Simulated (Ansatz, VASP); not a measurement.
# Cross-check of TiC between VASP and Ansatz

Wanted: the spread between two codes on one cell, functional and k mesh. The cell is taken from a series of runs on this material, whose earlier steps may have relaxed, scaled, displaced or heated it; both programs get it as it stands.

Main program and level: Ansatz 0.2.0; plane waves, with VASP 6.6.1 beside it; LDA.

**1. The structure**

Symmetry: R-3m, No. 166, trigonal system. The conventional cell has a = 2.953 Å, b = 2.953 Å, c = 7.474 Å, α = 90.00°, β = 90.00°, γ = 120.00°. Nearest to C lie 6 Ti at 2.11 Å. Ti has 6 C at 2.11 Å nearest. Farther neighbours are not listed.

Coordinates:

```xyz
2
Lattice="0.0465 2.1343 2.1343 2.1343 0.0465 2.1343 2.1343 2.1343 0.0465" Properties=species:S:1:pos:R:3 pbc="T T T"
C     2.1575    2.1575    2.1575
Ti    4.3150    4.3150    4.3150
```

**2. VASP: zone-centre phonons, LDA**

Second derivatives magnify differences that forces hide, and they need a tight electronic threshold.

Lines of VASP's logs that name or quote its potential files are left out, and so is its time.

Input file INCAR:

```
SYSTEM = TiC
PREC = Accurate
ENCUT = 600
EDIFF = 1E-08
NELM = 120
ISMEAR = 1
SIGMA = 0.2
LREAL = .FALSE.
ALGO = Normal
GGA = PW92
NBANDS = 14
LASPH = .TRUE.
LORBIT = 11
LWAVE = .FALSE.
LCHARG = .FALSE.
ISIF = 2
IBRION = 8
GGA_COMPAT = .FALSE.
KPAR = 2
```

Input file POSCAR:

```
TiC
1.0
    0.0464682920      2.1342734040      2.1342734040
    2.1342734040      0.0464682920      2.1342734040
    2.1342734040      2.1342734040      0.0464682920
C Ti
1 1
Direct
    0.5000000000      0.5000000000      0.5000000000
    1.0000000000      1.0000000000      1.0000000000
```

Input file KPOINTS:

```
Automatic mesh
0
Gamma
16 16 16
0 0 0
```

Potentials, in the order of the species: C and Ti_sv (LDA family, release 64).

Launch:

```console
$ mpirun -np 2 vasp_std
```

Numbers of over 12 decimals in the logs are rounded to 6 here.

The log of the run:

```text
[banner, memory and clock lines left out]
running    2 mpi-ranks, on    1 nodes
 distrk:  each k-point on    1 cores,    2 groups
 distr:  one band on    1 cores,    1 groups

 POSCAR found type information on POSCAR C Ti
 POSCAR found :  2 types and       2 ions
|                                                                             |
|               ----> ADVICE to this user running VASP <----                  |
|                                                                             |
|     You enforced a specific xc type in the INCAR file but a different       |
|     [... a line on the potential file left out ...]
|     I HOPE YOU KNOW WHAT YOU ARE DOING!                                     |
|                                                                             |

 LDA part: xc-table for (Slater(with rela. corr.)+PW92), standard interpolation
 POSCAR, INCAR and KPOINTS ok, starting setup
 FFT: planning ... GRIDC
 FFT: planning ... GRID_SOFT
 FFT: planning ... GRID
 WAVECAR not read
 entering main loop
       N       E                     dE             d eps       ncg     rms          rms(c)
DAV:   1     0.126531360755E+03    0.12653E+03   -0.89078E+03 11706   0.152E+03
DAV:   2    -0.173204624968E+02   -0.14385E+03   -0.13557E+03 12318   0.373E+02
DAV:   3    -0.255093672717E+02   -0.81889E+01   -0.80201E+01 15386   0.862E+01
DAV:   4    -0.258564755085E+02   -0.34711E+00   -0.34685E+00 14670   0.159E+01
DAV:   5    -0.258644618209E+02   -0.79863E-02   -0.79859E-02 15516   0.211E+00    0.196E+01
DAV:   6    -0.210743809008E+02    0.47901E+01   -0.12680E+01 16910   0.609E+01    0.676E+00
DAV:   7    -0.205409217680E+02    0.53346E+00   -0.21209E+00 13966   0.222E+01    0.561E+00
DAV:   8    -0.205122907181E+02    0.28631E-01   -0.11634E-01 13082   0.409E+00    0.324E+00
DAV:   9    -0.205083271424E+02    0.39636E-02   -0.84335E-02 14514   0.320E+00    0.702E-01
DAV:  10    -0.205075450239E+02    0.78212E-03   -0.94891E-03 16262   0.130E+00    0.591E-01
DAV:  11    -0.205062392280E+02    0.13058E-02   -0.38059E-03 12534   0.936E-01    0.125E-01
DAV:  12    -0.205062341774E+02    0.50506E-05   -0.30840E-04 13200   0.224E-01    0.217E-02
DAV:  13    -0.205062280280E+02    0.61494E-05   -0.16461E-05 16664   0.523E-02    0.853E-03
DAV:  14    -0.205062276405E+02    0.38754E-06   -0.88137E-07 13074   0.886E-03    0.225E-03
DAV:  15    -0.205062276217E+02    0.18769E-07   -0.78023E-08 15450   0.192E-03    0.370E-04
DAV:  16    -0.205062276183E+02    0.34374E-08   -0.66279E-09  8582   0.125E-03
   1 F= -.20506228E+02 E0= -.20506303E+02  d E =0.227374E-03
 Linear response reoptimize wavefunctions to high precision
DAV:   1    -0.205062276184E+02   -0.78444E-10   -0.11595E-09 10886   0.302E-04
DAV:   2    -0.205062276184E+02   -0.29559E-11   -0.86450E-11  7248   0.876E-05
 Linear response DOF=           2
 Linear response progress:
  Degree of freedom:   1/  2
       N       E                     dE             d eps       ncg     rms          rms(c)
RMM:   1    -0.127398659924E+00   -0.12740E+00   -0.63510E-02 66607   0.239E+00
RMM:   2    -0.116716263940E+00    0.10682E-01   -0.59889E-03 60939   0.598E-01    0.152E-01
RMM:   3    -0.117344180338E+00   -0.62792E-03   -0.20511E-03 63558   0.254E-01    0.692E-02
RMM:   4    -0.118379900157E+00   -0.10357E-02   -0.76407E-04 64956   0.153E-01    0.147E-02
RMM:   5    -0.118513974466E+00   -0.13407E-03   -0.16633E-04 74182   0.618E-02    0.292E-03
RMM:   6    -0.118494626453E+00    0.19348E-04   -0.22508E-05 72771   0.256E-02    0.124E-03
RMM:   7    -0.118498095429E+00   -0.34690E-05   -0.48651E-06 75811   0.121E-02    0.516E-04
RMM:   8    -0.118499056902E+00   -0.96147E-06   -0.94666E-07 74574   0.588E-03    0.366E-04
RMM:   9    -0.118498117768E+00    0.93913E-06   -0.13321E-07 74540   0.318E-03    0.109E-04
RMM:  10    -0.118497595025E+00    0.52274E-06   -0.48969E-07 75423   0.165E-03    0.595E-05
RMM:  11    -0.118497803549E+00   -0.20852E-06   -0.32127E-07 75818   0.872E-04    0.406E-05
RMM:  12    -0.118497759451E+00    0.44098E-07   -0.50375E-09 74097   0.486E-04    0.693E-06
RMM:  13    -0.118497780150E+00   -0.20699E-07   -0.92576E-08 77493   0.267E-04    0.178E-05
RMM:  14    -0.118497784013E+00   -0.38628E-08   -0.48943E-08 74513   0.146E-04    0.764E-06
 first order change of Fermi-energy   0.10485E-03
 force on displaced ion       1 direction 1 : -12.072  -0.615  -0.615
 Linear response progress:
  Degree of freedom:   2/  2
       N       E                     dE             d eps       ncg     rms          rms(c)
RMM:   1    -0.667093707746E+00   -0.66709E+00    0.86758E+00 30845   0.131E+02
RMM:   2    -0.640545963710E+00    0.26548E-01   -0.23791E-01 52663   0.504E+00    0.234E-01
RMM:   3    -0.639792092702E+00    0.75387E-03   -0.18960E-02 63192   0.120E+00    0.115E-01
RMM:   4    -0.639137970998E+00    0.65412E-03   -0.73839E-03 69530   0.518E-01    0.212E-02
RMM:   5    -0.639705589927E+00   -0.56762E-03   -0.11694E-03 73655   0.207E-01    0.101E-02
RMM:   6    -0.640039023772E+00   -0.33343E-03   -0.31352E-04 73855   0.903E-02    0.679E-03
RMM:   7    -0.640556695523E+00   -0.51767E-03   -0.79796E-05 65161   0.504E-02    0.687E-03
RMM:   8    -0.640375394868E+00    0.18130E-03   -0.42397E-05 69538   0.270E-02    0.513E-04
RMM:   9    -0.640387198766E+00   -0.11804E-04   -0.21946E-05 75828   0.147E-02    0.405E-04
RMM:  10    -0.640403170609E+00   -0.15972E-04   -0.15975E-05 74460   0.871E-03    0.876E-05
RMM:  11    -0.640407120568E+00   -0.39500E-05   -0.12379E-05 77299   0.582E-03    0.937E-05
RMM:  12    -0.640408696027E+00   -0.15755E-05   -0.94481E-06 75677   0.404E-03    0.109E-04
RMM:  13    -0.640418935281E+00   -0.10239E-04   -0.75448E-06 66893   0.325E-03    0.144E-04
RMM:  14    -0.640412402429E+00    0.65329E-05   -0.62045E-06 68421   0.256E-03    0.634E-05
RMM:  15    -0.640413120610E+00   -0.71818E-06   -0.49841E-06 74089   0.200E-03    0.593E-05
RMM:  16    -0.640412774392E+00    0.34622E-06   -0.42545E-06 73729   0.166E-03    0.864E-05
RMM:  17    -0.640414546712E+00   -0.17723E-05   -0.34208E-06 65533   0.143E-03    0.509E-05
RMM:  18    -0.640414200237E+00    0.34648E-06   -0.29721E-06 73105   0.120E-03    0.542E-05
RMM:  19    -0.640414666406E+00   -0.46617E-06   -0.24070E-06 67221   0.104E-03    0.447E-05
RMM:  20    -0.640414648910E+00    0.17496E-07   -0.19700E-06 75047   0.900E-04    0.473E-05
 first order change of Fermi-energy  -0.10034E-04
 force on displaced ion       2 direction 1 : -12.092  -0.614  -0.614
 Linear response finished
```

From OUTCAR (step 2):

```text
ion  position               nearest neighbor table
   1  0.500  0.500  0.500-   2 2.11   2 2.11   2 2.11   2 2.11   2 2.11   2 2.11
   2  0.000  0.000  0.000-   1 2.11   1 2.11   1 2.11   1 2.11   1 2.11   1 2.11

  LATTYP: Found a trigonal (rhomboedric) cell.
 ALAT       =     3.0186760721
 COS(alpha) =     0.5216487770

 Subroutine GETGRP returns: Found 12 space group operations
 (whereof 12 operations were pure point group operations)

The static configuration has the point symmetry D_3d.

 Found    417 irreducible k-points:

   k-points           NKPTS =    417   k-points in BZ     NKDIM =    417   number of bands    NBANDS=     14

   dimension x,y,z NGX =    24 NGY =   24 NGZ =   24
   dimension x,y,z NGXF=    48 NGYF=   48 NGZF=   48

   ENCUT  =  600.0 eV  44.10 Ry    6.64 a.u.   6.03  6.03  6.03*2*pi/ulx,y,z

   NELECT =      16.0000    total number of electrons

 k-points in reciprocal lattice and weights: Automatic mesh
   0.00000000  0.00000000  0.00000000       0.000
   0.06250000 -0.00000000 -0.00000000       0.001
   0.12500000 -0.00000000 -0.00000000       0.001
   0.18750000  0.00000000  0.00000000       0.001
   0.25000000 -0.00000000 -0.00000000       0.001
   0.31250000  0.00000000  0.00000000       0.001
   0.37500000  0.00000000  0.00000000       0.001
   0.43750000  0.00000000  0.00000000       0.001
   0.50000000 -0.00000000 -0.00000000       0.001
[...]
-0.43750000  0.50000000  0.43750000       0.001
   0.50000000  0.50000000  0.50000000       0.000

 average (electrostatic) potential at core
       1 -47.7956       2 -70.0039

  Total        1.0046816      1.0046816      1.0046816     -0.4848310     -0.4848310     -0.4848310
  in kB       85.5808891     85.5808891     85.5808891    -41.2989214    -41.2989214    -41.2989214
  external PRESSURE =      85.5808891 kB  Pullay stress =       0.0000000 kB

  energy-cutoff  :      600.00
  volume of cell :       18.81
      direct lattice vectors                 reciprocal lattice vectors
     0.046468292  2.134273404  2.134273404    -0.242064973  0.236906936  0.236906936
     2.134273404  0.046468292  2.134273404     0.236906936 -0.242064973  0.236906936
     2.134273404  2.134273404  0.046468292     0.236906936  0.236906936 -0.242064973

 POSITION                                       TOTAL-FORCE (eV/Angst)
 -----------------------------------------------------------------------------------
      2.15751      2.15751      2.15751         0.000000      0.000000      0.000000
      0.00000      0.00000      0.00000         0.000000     -0.000000     -0.000000
 -----------------------------------------------------------------------------------
    total drift:                                0.000000     -0.000000     -0.000000

 Eigenvectors and eigenvalues of the dynamical matrix
 ----------------------------------------------------

   1 f  =   18.403241 THz   115.630977 2PiTHz  613.866060 cm-1    76.109657 meV
             X         Y         Z           dx          dy          dz
      2.157508  2.157508  2.157508    -0.516155   -0.516155   -0.516155
      0.000000  0.000000  0.000000     0.258683    0.258683    0.258683

   2 f  =   17.079491 THz   107.313607 2PiTHz  569.710498 cm-1    70.635068 meV
             X         Y         Z           dx          dy          dz
      2.157508  2.157508  2.157508    -0.340830   -0.388558    0.729388
      0.000000  0.000000  0.000000     0.170868    0.194796   -0.365664

   3 f  =   17.079491 THz   107.313607 2PiTHz  569.710498 cm-1    70.635068 meV
             X         Y         Z           dx          dy          dz
      2.157508  2.157508  2.157508     0.645446   -0.617890   -0.027556
      0.000000  0.000000  0.000000    -0.323582    0.309767    0.013815

   4 f/i=    0.004672 THz     0.029355 2PiTHz    0.155839 cm-1     0.019322 meV
             X         Y         Z           dx          dy          dz
      2.157508  2.157508  2.157508     0.258683    0.258683    0.258683
      0.000000  0.000000  0.000000     0.516155    0.516155    0.516155

   5 f/i=    0.006479 THz     0.040708 2PiTHz    0.216113 cm-1     0.026795 meV
             X         Y         Z           dx          dy          dz
      2.157508  2.157508  2.157508     0.189916   -0.365836    0.175920
      0.000000  0.000000  0.000000     0.378823   -0.729730    0.350907

   6 f/i=    0.006479 THz     0.040708 2PiTHz    0.216113 cm-1     0.026795 meV
             X         Y         Z           dx          dy          dz
      2.157508  2.157508  2.157508    -0.312783   -0.008080    0.320863
      0.000000  0.000000  0.000000    -0.623906   -0.016118    0.640024

 ELASTIC MODULI CONTR FROM IONIC RELAXATION (kBar)
 Direction    XX          YY          ZZ          XY          YZ          ZX
 --------------------------------------------------------------------------------
 XX           0.0000      0.0000      0.0000      0.0000      0.0000      0.0000
 YY           0.0000      0.0000      0.0000      0.0000      0.0000      0.0000
 ZZ           0.0000      0.0000      0.0000      0.0000      0.0000      0.0000
 XY           0.0000      0.0000      0.0000      0.0000      0.0000      0.0000
 YZ           0.0000      0.0000      0.0000      0.0000      0.0000      0.0000
 ZX           0.0000      0.0000      0.0000      0.0000      0.0000      0.0000
 --------------------------------------------------------------------------------
```

(Continued in part 2 of 2.)

[Lines on the potential files, build, host, timing and source positions are cut from VASP's logs without a mark.]

[Logs are printed without paths, hosts, clocks, repeated set-up lines and the standing remarks that a program may print on its own settings, such as how far it seeks lower states.]

[Hosts, paths, dates, database ids (printed as entryN), source tags and the programs' standing remarks are cut or masked in the printed files.]
